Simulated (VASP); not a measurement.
LiBr (rock salt), at 0.96 of the tabulated volume:

```yaml
crystal:
  lattice:
    - [0.00000, 2.71283, 2.71283]
    - [2.71283, 0.00000, 2.71283]
    - [2.71283, 2.71283, 0.00000]
  atoms:
    - { symbol: Li, position: [0.00000, 0.00000, 0.00000] }
    - { symbol: Br, position: [0.50000, 0.50000, 0.50000] }
```

The lowest empty band near Γ, direction [100], from PBE with spin-orbit coupling in VASP (PAW); its two spin partners are averaged. The gap over the points computed is 4.96 eV, and the next band on that side lies 5.39 eV away at the edge.

Numerical set-up: 520 eV cut-off, 9×9×9 Γ-centred mesh, Gaussian smearing of 0.050 eV, potentials Li_sv Br.

```csv
distance from the edge in k (1/Å),distance in energy (meV)
0.018,3.6
0.025,6.9
0.035,13.4
0.050,27.3
0.070,53.2
```

Problem. Fit E(1 + αE) = ħ²k²/2m* (ħ²/2m0 = 3.810 eV Å²) and predict the row at 0.095 1/Å.

Solution. The rows don't resolve α, so a parabola serves: the electron mass is m* = 0.350 m0, and so 98.2 meV. The run gave 97.4 meV, -0.8 meV from the fit.

Left out are points under 3 meV from the edge, since the levels carry 0.1 meV, and points farther than half the way to the next band.

The compound is LiBr in the rock salt structure. The cell was not relaxed at this level.
